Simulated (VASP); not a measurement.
All values below come from PBEsol GGA, VASP's PBE PAW potentials (set 64) (plane waves; VASP).

A VASP calculation is set up with these files.

File POSCAR:
```
Pr
1
    3.6427679115    -0.0000000046     0.0000000000
   -1.8213834638     3.1547299467    -0.0000000000
    0.0000000000    -0.0000000000    11.7584694587
Pr
4
Direct
  0.0000000000   0.0000000000   0.0000000000
  0.0000000000   0.0000000000   0.5000000000
  0.3333330000   0.6666670000   0.2500000000
  0.6666670000   0.3333330000   0.7500000000
```

INCAR:
```
! general
SYSTEM =Pr
PREC   =Accurate
ENCUT  =400
LREAL  =F
LASPH  =T

! electronic loop
EDIFF  =1E-6
NELM   =100
ALGO   =Normal
LMAXMIX=6

! smearing
ISMEAR =1
SIGMA  =0.1

! functional
GGA    =PS

! ions
IBRION =2
NSW    =60
ISIF   =3
EDIFFG =-0.02

! output
LWAVE  =F
LCHARG =F
```

KPOINTS:
```
Automatic
0
Gamma
  9 9 3
0 0 0
```

POTCAR, in this order: Pr_3 (PBE.64 set). Program: vasp_std.

The 4f electrons are frozen in the core of the lanthanide potential, so 4f levels, which can set the real gap, and their magnetism are missing.

Problem. Predict the energy per atom (σ→0), volume per atom, band gap (on the k-mesh).

Solution. 
energy per atom (σ→0): -5.184 eV/atom
band gap (on the k-mesh): none (metal, semimetal or under 0.01 eV)
volume per atom: 34.10 Å³/atom

**OSZICAR**
```
...
DAV:   2    -0.207419287047E+02    0.19751E-01   -0.69652E-02  1486   0.170E+00    0.470E-01
DAV:   3    -0.207353928577E+02    0.65358E-02   -0.57208E-02  1762   0.134E+00    0.240E-01
DAV:   4    -0.207356712170E+02   -0.27836E-03   -0.43727E-03  1534   0.350E-01    0.146E-01
DAV:   5    -0.207363606612E+02   -0.68944E-03   -0.54431E-04  1724   0.148E-01    0.559E-02
DAV:   6    -0.207364631921E+02   -0.10253E-03   -0.26797E-04  1454   0.116E-01    0.198E-02
DAV:   7    -0.207364612373E+02    0.19548E-05   -0.21957E-05  1644   0.248E-02    0.281E-03
DAV:   8    -0.207364603477E+02    0.88959E-06   -0.40821E-06  1140   0.637E-03
   2 F= -.20736460E+02 E0= -.20735151E+02  d E =-.116249E-02
```

The structure was generated: Pr was put into the dhcp type (P6_3/mmc), which need not be its known phase. This run relaxes it. Symmetry was kept, so distortions that lower it aren't found. The start is the result of an earlier pass.
